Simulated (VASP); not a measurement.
Computed with r2SCAN meta-GGA, VASP's PBE PAW potentials (set 64) (plane waves; VASP).

Input for VASP

### POSCAR
```
PbSe
1
    0.0000000000     3.0869680975     3.0869680975
    3.0869680975     0.0000000000     3.0869680975
    3.0869680975     3.0869680975    -0.0000000000
Pb Se
1 1
Direct
  1.0000000000   0.0000000000   0.0000000000
  0.5000000000   0.5000000000   0.5000000000
```

**KPOINTS**
```
Automatic mesh
0
Gamma
7 7 7
0 0 0
```

**INCAR**
```
ENCUT  =  400   # plane-wave cut-off (eV)
LWAVE  =  .FALSE.
METAGGA  =  R2SCAN
LREAL  =  .FALSE.
EDIFFG  =  -0.001
LCHARG  =  .FALSE.
LASPH  =  .TRUE.   # aspherical one-centre terms
NSW  =  30   # most ionic steps
IBRION  =  1   # quasi-Newton
ISMEAR  =  0   # Gaussian
ISIF  =  2   # forces and stress, cell fixed
EDIFF  =  1E-8   # SCF stop (eV)
LMIXTAU  =  .TRUE.
NELM  =  100
SIGMA  =  0.05   # width (eV)
SYSTEM  =  PbSe
PREC  =  Accurate
ALGO  =  Normal   # blocked Davidson
LMAXMIX  =  4   # l cut-off of mixed one-centre charges
```

POTCAR, in this order: Pb_d Se (PBE.64 set). Program: vasp_std.

Task: What will the output report for the number of irreducible k-points (NKPTS), largest plane-wave count, number of space-group operations, FFT grid (NGX, NGY, NGZ)?

Result: 
```yaml
number of irreducible k-points (NKPTS): 20
largest_plane_wave_count: 1078
number_of_space_group_operations: 48
FFT grid (NGX, NGY, NGZ): 28 × 28 × 28
```

The structure comes from a computed database's PbSe entry (Fm-3m); how it stands against other phases isn't given here. It was relaxed first. The start is the result of an earlier pass.
